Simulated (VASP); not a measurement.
Here is the system:

```
LaTc3
1.0
    4.36672     0.00000     0.00000
    0.00000     4.36672     0.00000
    0.00000     0.00000     4.36672
Tc La
3 1
Cartesian
  0.00000   2.18336   2.18336
  2.18336   2.18336   0.00000
  2.18336   0.00000   2.18336
  0.00000   0.00000   0.00000
```

Computed with PBE GGA, VASP's PBE PAW potentials (set 64) (plane waves; VASP). Numerical set-up: 300 eV cut-off, 6×6×6 Γ-centred mesh, Fermi-Dirac smearing of 0.10 eV, potentials Tc_pv La.

At this cut-off the stress carries a Pulay error, which pulls relaxed volumes low.

Give the stress tensor in GPa (positive for a compressed cell).

```
-14.90    0.00    0.00
  0.00  -14.90    0.00
  0.00    0.00  -14.90
```
The pressure is its mean diagonal, -14.90 GPa.

The structure was generated: LaTc3 was put into an ordered model structure, which need not be its known phase. The cell was not relaxed at this level.
